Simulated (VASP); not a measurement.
These are PBEsol GGA, VASP's PBE PAW potentials (set 64) (plane waves; VASP) values and carry that method's errors.

VASP ran on this input.

**INCAR**
```
ALGO  =  Normal
EDIFF  =  1E-6
EDIFFG  =  -0.01
ENCUT  =  520
GGA  =  PS
IBRION  =  2
ISIF  =  3
ISMEAR  =  0
LASPH  =  .TRUE.
LCHARG  =  .FALSE.
LREAL  =  .FALSE.
LWAVE  =  .FALSE.
NELM  =  100
NSW  =  60
PREC  =  Accurate
SIGMA  =  0.05
SYSTEM  =  BN
```

KPOINTS:
```
Automatic mesh
0
gamma
 11 11 11
0 0 0
```

File POSCAR:
```
BN
1.0
  0.0000000000   1.8038589440   1.8038589440
  1.8038589440   0.0000000000   1.8038589440
  1.8038589440   1.8038589440   0.0000000000
B N
1 1
Cartesian
  0.0000000000   0.0000000000   0.0000000000
  0.9019294720   0.9019294720   0.9019294720
```

POTCAR, in this order: B N (PBE.64 set). Program: vasp_std.

Problem. Estimate the energy per atom (σ→0).

Solution. 
```json
{
  "energy per atom (σ→0)": "-9.173 eV/atom"
}
```

### OSZICAR
```
...
DAV:   6    -0.184545115648E+02    0.84690E+00   -0.31386E+00  1120   0.129E+01    0.329E+00
DAV:   7    -0.183677371026E+02    0.86774E-01   -0.10005E-01  1184   0.293E+00    0.188E+00
DAV:   8    -0.183468809506E+02    0.20856E-01   -0.41219E-02  1000   0.169E+00    0.181E-01
DAV:   9    -0.183468954153E+02   -0.14465E-04   -0.40609E-04   912   0.227E-01    0.747E-02
DAV:  10    -0.183469111543E+02   -0.15739E-04   -0.73227E-05  1280   0.874E-02    0.132E-02
DAV:  11    -0.183469126681E+02   -0.15137E-05   -0.32041E-06   968   0.160E-02    0.543E-03
DAV:  12    -0.183469126639E+02    0.41317E-08   -0.80926E-07   448   0.740E-03
   1 F= -.18346913E+02 E0= -.18346913E+02  d E =-.183469E+02
```

The structure was generated: BN was put into the zinc blende type (F-43m), which need not be its known phase. It was relaxed first. The start is the result of an earlier pass.
